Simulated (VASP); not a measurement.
An input for Quantum ESPRESSO's pw.x (written as the equivalent of a VASP run, and not itself run):

```
&CONTROL
  calculation = 'scf'
  pseudo_dir = './pseudo'
  outdir = './out'
  tprnfor = .true.
  tstress = .true.
/
&SYSTEM
  ibrav = 0
  nat = 6
  ntyp = 2
  ecutwfc = 110
  occupations = 'smearing'
  smearing = 'fermi-dirac'
  degauss = 0.009996
  input_dft = 'pbesol'
/
&ELECTRONS
  conv_thr = 7.3e-08
  electron_maxstep = 100
/
ATOMIC_SPECIES
  Te 127.600 Te.upf
  La 138.905 La.upf
CELL_PARAMETERS angstrom
     4.5560000    0.0000000    0.0000000
     0.0000000    4.5560000    0.0000000
     0.0000000    0.0000000    9.1760000
ATOMIC_POSITIONS crystal
  Te   0.0000000  0.0000000  0.0000000
  Te   0.5000000  0.5000000  0.0000000
  Te   0.5000000  0.0000000  0.6380000
  Te   0.0000000  0.5000000  0.3620000
  La   0.5000000  0.0000000  0.2750000
  La   0.0000000  0.5000000  0.7250000
K_POINTS automatic
  5 5 3 0 0 0
```

### Question
Write the VASP files for the same calculation (PBEsol).

### Answer
Several could match; the one computed here: 
### KPOINTS
```
kpoints
0
gamma
 5 5 3
0 0 0
```

POSCAR:
```
LaTe2
1
    4.5560000000     0.0000000000     0.0000000000
    0.0000000000     4.5560000000     0.0000000000
    0.0000000000     0.0000000000     9.1760000000
Te La
4 2
Direct
  0.0000000000   0.0000000000   0.0000000000
  0.5000000000   0.5000000000   0.0000000000
  0.5000000000   0.0000000000   0.6380000000
  0.0000000000   0.5000000000   0.3620000000
  0.5000000000   0.0000000000   0.2750000000
  0.0000000000   0.5000000000   0.7250000000
```

INCAR:
```
SYSTEM = LaTe2
PREC = Accurate
ENCUT = 300
EDIFF = 1E-6
NELM = 100
ALGO = Normal
LREAL = .FALSE.
LASPH = .TRUE.
ISMEAR = -1
SIGMA = 0.136
GGA = PS
LMAXMIX = 6
LWAVE = .FALSE.
LCHARG = .FALSE.
ISIF = 2
```

POTCAR, in this order: Te La (PBE.64 set). Program: vasp_std.

Limits of the translation: the potentials are each code's own (VASP's PAW set, PseudoDojo norm-conserving files in pw.x), so ENCUT and ecutwfc are chosen apart and not converted; conv_thr bounds pw.x's estimated SCF error, while EDIFF bounds the energy change between steps.

The structure comes from a measured LaTe2 entry of the Crystallography Open Database, whose conditions weren't checked. The cell was not relaxed at this level.
